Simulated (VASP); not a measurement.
```
CELL_PARAMETERS angstrom
      3.89598     0.00000     0.00000
      0.00000     3.89598     0.00000
      0.00000     0.00000     3.89598
ATOMIC_POSITIONS crystal
  Sr 0.00000 0.00000 0.00000
  Ti 0.50000 0.50000 0.50000
  O  0.50000 0.00000 0.50000
  O  0.00000 0.50000 0.50000
  O  0.50000 0.50000 0.00000
```

These are PBEsol GGA, VASP's PBE PAW potentials (set 64) (plane waves; VASP 6.6.1) values and carry that method's errors. Run with 520 eV cut-off, 9×9×9 Γ-centred mesh, Gaussian smearing of 0.010 eV, potentials Sr_sv Ti_sv O.

Problem. Estimate the energy per atom (σ→0).

Solution. 
* **energy per atom (σ→0)**: -8.403 eV/atom

The absolute energy has meaning only against runs of the same code, potentials and settings.

The compound is SrTiO3 in the cubic perovskite structure, the ideal cubic form; the compound distorts at low or room temperature. It was relaxed first.
